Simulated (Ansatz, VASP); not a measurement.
# Cross-check of Zn10In18O37 (partly crystallised 47In2O3-53ZnO (mol %)) between VASP and Ansatz, part 2 of 3

Wanted: the spread between two codes on one cell, functional and k mesh. Of the first pair: The structure shown is the start of the Ansatz relaxation below; VASP solves that cell, so the two are compared at the walk's first step.

VASP 6.6.1 and Ansatz 0.2.0.

So far: Starting point; Ansatz: relaxation, PBE.

### Step 3. VASP: single point, PBE, start cell, pair 1

Level of this step: PBE; plane waves and PAW (In_d, Zn, O) (VASP).

The same cell, functional, mesh and smearing now go to VASP, with its own data sets.

Lines of VASP's logs that name or quote its potential files are left out, and so is its time.

INCAR

```
SYSTEM = Zn10In18O37
PREC = Accurate
ENCUT = 520
EDIFF = 1E-06
NELM = 120
ISMEAR = -1
SIGMA = 0.025
LREAL = Auto
ALGO = Normal
GGA = PE
NBANDS = 336
LORBIT = 11
LWAVE = .FALSE.
LCHARG = .FALSE.
ISIF = 2
LASPH = .TRUE.
GGA_COMPAT = .FALSE.
EFERMI = MIDGAP
KPAR = 8
```

POSCAR

```
Zn10In18O37
1.0
    9.4420100000      0.4157200000      0.1347700000
    0.4157200000      9.2173900000      0.0170700000
    0.1347700000      0.0170700000      9.1483000000
In Zn O
18 10 37
Direct
    0.7873006592      0.5587051527      0.3163493101
    0.0492893729      0.0784338338      0.1847795116
    0.2933657400      0.5468643567      0.9185671791
    0.2648204675      0.9133107815      0.4784517266
    0.6025613626      0.9050423144      0.4672063370
    0.9485360719      0.5813196049      0.9797932586
    0.7584857789      0.0629487118      0.7123295407
    0.9372213094      0.8788350103      0.4518641683
    0.2416882690      0.5420189715      0.4759873865
    0.3961412989      0.2469777435      0.5873436734
    0.9686413790      0.2524272586      0.4625610516
    0.1379010610      0.7287410611      0.2039368477
    0.0652395092      0.3719193923      0.7412151993
    0.4199375266      0.0674816551      0.2002834524
    0.0968510132      0.8797081756      0.8215439776
    0.7650878934      0.9239261448      0.0908056891
    0.6232658554      0.5755954954      0.9670624100
    0.4707506995      0.6729355718      0.6731053767
    0.1380884287      0.3872127862      0.1817583704
    0.4477908351      0.9158659629      0.8348346028
    0.2353382294      0.1644864610      0.9390351959
    0.7953218989      0.2465217942      0.0399097472
    0.4603073787      0.4195855626      0.2318247160
    0.6990360424      0.2037191055      0.3361622845
    0.7123103372      0.3814895432      0.6467748007
    0.5350147591      0.2275418737      0.9163136234
    0.4691761682      0.7405938222      0.2467482692
    0.8083375392      0.7026959110      0.6933600047
    0.2350765663      0.1864658435      0.1549835225
    0.8206519156      0.1099005607      0.1840806203
    0.4269976093      0.0668872117      0.9644427672
    0.0759176246      0.0439049524      0.4306066837
    0.4460900526      0.7111342103      0.9051016454
    0.5924348534      0.9045633487      0.2343185792
    0.4171650171      0.0631282546      0.4509910116
    0.4703368936      0.4189268445      0.9818066324
    0.7968901702      0.4304562290      0.9861673998
    0.7609046318      0.3749144524      0.4360868241
    0.9706522050      0.5811294379      0.2040887731
    0.9208766976      0.8859542252      0.6905403418
    0.1321275663      0.7142205924      0.9737657731
    0.8909510388      0.2509957826      0.6788410995
    0.7603055938      0.0498116567      0.4799234098
    0.4477908960      0.7506548489      0.4666591107
    0.1295554766      0.4125419155      0.9596643877
    0.9663227280      0.5778062268      0.7565892607
    0.2439343236      0.2242754154      0.7415144442
    0.7202024942      0.0916798263      0.9284537384
    0.9639211023      0.8767063564      0.2187649045
    0.6605597628      0.5666056378      0.7244848117
    0.4233254086      0.4095290774      0.4467450535
    0.9848565853      0.2914210900      0.2480128898
    0.7812078341      0.7312253533      0.4655547592
    0.6070293373      0.8856299719      0.6941369383
    0.2668364877      0.5325262190      0.2266484728
    0.5953465511      0.5781349552      0.2054585422
    0.1327648231      0.7408648450      0.4432802512
    0.1111939476      0.3883065508      0.5214724046
    0.0718681643      0.0510648771      0.9571223779
    0.5831438857      0.2356614158      0.7025334716
    0.5508288019      0.2324160561      0.2073825148
    0.3017829097      0.8708783063      0.2353730009
    0.7728848655      0.7393289865      0.9732101003
    0.2824229931      0.8813845036      0.7045344621
    0.3075579989      0.5448391551      0.6940251199
```

KPOINTS

```
Automatic mesh
0
Gamma
2 2 2
0 0 0
```

Potentials, in the order of the species: In_d, Zn and O (PBE family, release 64).

Command:

```console
> mpirun -np 8 vasp_std
```

Numbers of over 12 decimals in the logs are rounded to 6 here.

Output:

```text
[banner, memory and clock lines left out]
running    8 mpi-ranks, on    1 nodes
[...]
|                                                                             |
|           W    W    AA    RRRRR   N    N  II  N    N   GGGG   !!!           |
|           W    W   A  A   R    R  NN   N  II  NN   N  G    G  !!!           |
|           W    W  A    A  R    R  N N  N  II  N N  N  G       !!!           |
|           W WW W  AAAAAA  RRRRR   N  N N  II  N  N N  G  GGG   !            |
|           WW  WW  A    A  R   R   N   NN  II  N   NN  G    G                |
|           W    W  A    A  R    R  N    N  II  N    N   GGGG   !!!           |
|                                                                             |
|     For optimal performance we recommend to set                             |
|       NCORE = 2 up to number-of-cores-per-socket                            |
|     NCORE specifies how many cores store one orbital (NPAR=cpu/NCORE).      |
|     This setting can greatly improve the performance of VASP for DFT.       |
|     The default, NCORE=1 might be grossly inefficient on modern             |
|     multi-core architectures or massively parallel machines. Do your        |
|     Unfortunately you need to use the default for GW and RPA                |
|     calculations (for HF NCORE is supported but not extensively tested      |
|     yet).                                                                   |
|                                                                             |

 LDA part: xc-table for (Slater+PW92), standard interpolation
 POSCAR, INCAR and KPOINTS ok, starting setup
[...]
entering main loop
       N       E                     dE             d eps       ncg     rms          rms(c)
DAV:   1     0.104570257104E+05    0.10457E+05   -0.23588E+05  5376   0.251E+03
DAV:   2     0.253009336335E+04   -0.79269E+04   -0.76371E+04  5376   0.762E+02
DAV:   3     0.580930599040E+02   -0.24720E+04   -0.23179E+04  5408   0.345E+02
DAV:   4    -0.369593430171E+03   -0.42769E+03   -0.41789E+03  7056   0.144E+02
[...]
DAV:  19    -0.326114640634E+03    0.15352E-05   -0.23412E-05  7136   0.220E-02    0.156E-02
DAV:  20    -0.326114641075E+03   -0.44101E-06   -0.12175E-05  5832   0.179E-02    0.737E-03
DAV:  21    -0.326114640342E+03    0.73274E-06   -0.24899E-06  3760   0.110E-02
   1 F= -.32611464E+03 E0= -.32611464E+03  d E =-.943999E-06
```

Parts of OUTCAR (step 3):

```text
  Total       93.5673845     97.0384152     93.6045144     -0.6282766     -0.8977657     -0.9753179
  in kB      188.7024296    195.7026459    188.7773114     -1.2670795     -1.8105728     -1.9669767
  external PRESSURE =     191.0607956 kB  Pullay stress =       0.0000000 kB

 POSITION                                       TOTAL-FORCE (eV/Angst)
 -----------------------------------------------------------------------------------
      7.70860      5.48250      3.00970        -0.091933     -0.079445     -0.059836
      0.52290      0.74660      1.69840         0.333493     -0.360499      0.033312
      3.12110      5.17830      8.45220        -0.049148      0.040927      0.412814
      2.94460      8.53660      4.42830        -0.242625      0.272383      0.131793
      6.12860      8.60060      4.37080         0.060470      0.057902     -0.222162
      9.32980      5.76930      9.10120         0.142903      0.116028      0.197107
      7.28380      0.90770      6.61990         0.212106     -0.015630      0.006672
      9.27550      8.49790      4.27510        -0.121279     -0.159251      0.118513
      2.57150      5.10460      4.39630        -0.076012      0.607585     -0.262295
      3.92220      2.45120      5.43080        -0.109773     -0.129295     -0.008552
      9.31320      2.73730      4.36650        -0.316970     -0.493880      0.149316
      1.63250      6.77790      1.89670         0.334281      0.004761     -0.186616
      0.87050      3.46790      6.79600        -0.267219     -0.280917      0.518195
      4.02010      0.80000      1.89000        -0.027561     -0.287969      0.179045
[...]
-----------------------------------------------------------------------------------
    total drift:                               -0.000748      0.033977      0.001734

  FREE ENERGIE OF THE ION-ELECTRON SYSTEM (eV)
  ---------------------------------------------------
  free  energy   TOTEN  =      -326.1146403424 eV

  energy  without entropy=     -326.1146393984  energy(sigma->0) =     -326.11463987

[... 1 further part left out ...]
```

The run ends at a pressure of 19.11 GPa, with forces up to 1.1 eV/Å.

### Step 4. Side by side

Known differences besides the potentials themselves: the cutoff is 420 eV in Ansatz and 520 eV in VASP (PREC = Accurate, projectors in real space). Total energies have different zeros and are not compared.

Forces on 9 of the 65 atoms, those with the largest forces and the largest differences (eV/Å; atoms numbered as in POSCAR):

| atom | Ansatz x, y, z | VASP x, y, z |
| --- | --- | --- |
| O30 | 0.086, -0.124, 0.600 | 0.125, -0.211, 0.682 |
| O33 | -0.329, 0.492, 0.609 | -0.341, 0.493, 0.659 |
| O37 | 0.261, -0.076, -0.217 | 0.275, 0.025, -0.249 |
| O42 | 0.021, -0.309, 0.711 | 0.047, -0.348, 0.745 |
| O46 | 0.265, 0.377, -0.772 | 0.312, 0.372, -0.784 |
| O51 | 0.918, 0.164, -0.231 | 0.961, 0.177, -0.229 |
| O52 | -0.732, 0.548, -0.479 | -0.836, 0.545, -0.484 |
| O62 | -0.349, 0.414, -0.413 | -0.422, 0.470, -0.436 |
| O65 | -0.564, -0.546, -0.033 | -0.597, -0.572, -0.037 |

The forces differ by 26 meV/Å r.m.s., which is 8.6 % of the r.m.s. force of 0.301 eV/Å (both taken over all components).

### Step 5. Ansatz: relaxation, PBE

This run makes the geometry at which the two programs are then compared.

The structure compared here is the end of the Ansatz relaxation.

input.yaml

```yaml
crystal:
  lattice:
    - [9.44201, 0.41572, 0.13477]
    - [0.41572, 9.21739, 0.01707]
    - [0.13477, 0.01707, 9.1483]
  atoms:
    - { symbol: In, position: [0.7873, 0.55871, 0.31635] }
    - { symbol: In, position: [0.04929, 0.07843, 0.18478] }
    - { symbol: In, position: [0.29337, 0.54686, 0.91857] }
    - { symbol: In, position: [0.26482, 0.91331, 0.47845] }
    - { symbol: In, position: [0.60256, 0.90504, 0.46721] }
    - { symbol: In, position: [0.94854, 0.58132, 0.97979] }
    - { symbol: In, position: [0.75849, 0.06295, 0.71233] }
    - { symbol: In, position: [0.93722, 0.87883, 0.45186] }
    - { symbol: In, position: [0.24169, 0.54202, 0.47599] }
    - { symbol: In, position: [0.39614, 0.24698, 0.58734] }
    - { symbol: In, position: [0.96864, 0.25243, 0.46256] }
    - { symbol: In, position: [0.1379, 0.72874, 0.20394] }
    - { symbol: In, position: [0.06524, 0.37192, 0.74122] }
    - { symbol: In, position: [0.41994, 0.06748, 0.20028] }
    - { symbol: In, position: [0.09685, 0.87971, 0.82154] }
    - { symbol: In, position: [0.76509, 0.92393, 0.09081] }
    - { symbol: In, position: [0.62327, 0.57559, 0.96706] }
    - { symbol: In, position: [0.47075, 0.67294, 0.6731] }
    - { symbol: Zn, position: [0.13809, 0.38721, 0.18176] }
    - { symbol: Zn, position: [0.44779, 0.91587, 0.83484] }
    - { symbol: Zn, position: [0.23534, 0.16449, 0.93903] }
    - { symbol: Zn, position: [0.79532, 0.24652, 0.03991] }
    - { symbol: Zn, position: [0.46031, 0.41958, 0.23183] }
    - { symbol: Zn, position: [0.69904, 0.20372, 0.33616] }
    - { symbol: Zn, position: [0.71231, 0.38149, 0.64677] }
    - { symbol: Zn, position: [0.53502, 0.22754, 0.91631] }
    - { symbol: Zn, position: [0.46918, 0.74059, 0.24675] }
    - { symbol: Zn, position: [0.80834, 0.7027, 0.69336] }
    - { symbol: O, position: [0.23508, 0.18647, 0.15498] }
    - { symbol: O, position: [0.82065, 0.1099, 0.18408] }
    - { symbol: O, position: [0.427, 0.06689, 0.96444] }
    - { symbol: O, position: [0.07592, 0.04391, 0.43061] }
    - { symbol: O, position: [0.44609, 0.71113, 0.9051] }
    - { symbol: O, position: [0.59244, 0.90456, 0.23432] }
    - { symbol: O, position: [0.41717, 0.06313, 0.45099] }
    - { symbol: O, position: [0.47034, 0.41893, 0.98181] }
    - { symbol: O, position: [0.79689, 0.43046, 0.98617] }
    - { symbol: O, position: [0.7609, 0.37491, 0.43609] }
    - { symbol: O, position: [0.97065, 0.58113, 0.20409] }
    - { symbol: O, position: [0.92088, 0.88595, 0.69054] }
    - { symbol: O, position: [0.13213, 0.71422, 0.97377] }
    - { symbol: O, position: [0.89095, 0.251, 0.67884] }
    - { symbol: O, position: [0.76031, 0.04981, 0.47992] }
    - { symbol: O, position: [0.44779, 0.75065, 0.46666] }
    - { symbol: O, position: [0.12956, 0.41254, 0.95966] }
    - { symbol: O, position: [0.96632, 0.57781, 0.75659] }
    - { symbol: O, position: [0.24393, 0.22428, 0.74151] }
    - { symbol: O, position: [0.7202, 0.09168, 0.92845] }
    - { symbol: O, position: [0.96392, 0.87671, 0.21876] }
    - { symbol: O, position: [0.66056, 0.56661, 0.72449] }
    - { symbol: O, position: [0.42333, 0.40953, 0.44675] }
    - { symbol: O, position: [0.98486, 0.29142, 0.24801] }
    - { symbol: O, position: [0.78121, 0.73122, 0.46556] }
    - { symbol: O, position: [0.60703, 0.88563, 0.69414] }
    - { symbol: O, position: [0.26684, 0.53253, 0.22665] }
    - { symbol: O, position: [0.59535, 0.57814, 0.20546] }
    - { symbol: O, position: [0.13276, 0.74086, 0.44328] }
    - { symbol: O, position: [0.11119, 0.38831, 0.52147] }
    - { symbol: O, position: [0.07187, 0.05106, 0.95712] }
    - { symbol: O, position: [0.58314, 0.23566, 0.70253] }
    - { symbol: O, position: [0.55083, 0.23242, 0.20738] }
    - { symbol: O, position: [0.30178, 0.87088, 0.23537] }
    - { symbol: O, position: [0.77289, 0.73933, 0.97321] }
    - { symbol: O, position: [0.28242, 0.88139, 0.70453] }
    - { symbol: O, position: [0.30756, 0.54484, 0.69402] }
kpoints:
  mp_grid: { grid: [2, 2, 2] }
hamiltonian:
  xc: pbe
  pseudopotentials: { kind: paw, azcp: { folder: soft_1 } }
scf:
  occupations: { method: fermi_dirac, width: 0.025 }
output:
  forces: true
  eigenvalues: true
  stress: true
relax:
  f_tol: 0.05
  max_steps: 70
```

Command:

```console
> ansatz run input.yaml --threads 16 --pin off --max-ram 31232MiB --backend cpu --events-out ev --progress --plain --runs-dir out
```

Output:

```text
[...]
Crystal: 65 atoms, lattice volume = 794.434 Å³
Basis set: ecut = 420 eV, 15533 PW (Γ), exchange–correlation on 128×128×128 points (8 copies of the dense FFT grid, shifted against one another)
Bands: 353, of which v1, the nominal top of the filled ones, is band 288 counted from 1 (287 counted from 0)
Symmetry: 1 space group operations
[...]
k-points: 8
[...]
- { symbol: O, position: [0.823665, 0.126648, 0.161595] }
    - { symbol: O, position: [0.410939, 0.074711, 0.971424] }
    - { symbol: O, position: [0.070935, 0.045749, 0.439805] }
    - { symbol: O, position: [0.447412, 0.721195, 0.937013] }
    - { symbol: O, position: [0.587722, 0.894861, 0.221131] }
    - { symbol: O, position: [0.422529, 0.057983, 0.450878] }
    - { symbol: O, position: [0.474041, 0.418603, 0.985129] }
[...]
- { symbol: O, position: [0.291599, 0.883240, 0.232647] }
    - { symbol: O, position: [0.776954, 0.742564, 0.953512] }
    - { symbol: O, position: [0.287835, 0.870165, 0.709948] }
    - { symbol: O, position: [0.305579, 0.524929, 0.705323] }
```

(Part 2 of 3 ends here.)

[Lines on the potential files, build, host, timing and source positions are cut from VASP's logs without a mark.]

[Logs are printed without paths, hosts, clocks, repeated set-up lines and the standing remarks that a program may print on its own settings, such as how far it seeks lower states.]

[Hosts, paths, dates, database ids (printed as entryN), source tags and the programs' standing remarks are cut or masked in the printed files.]
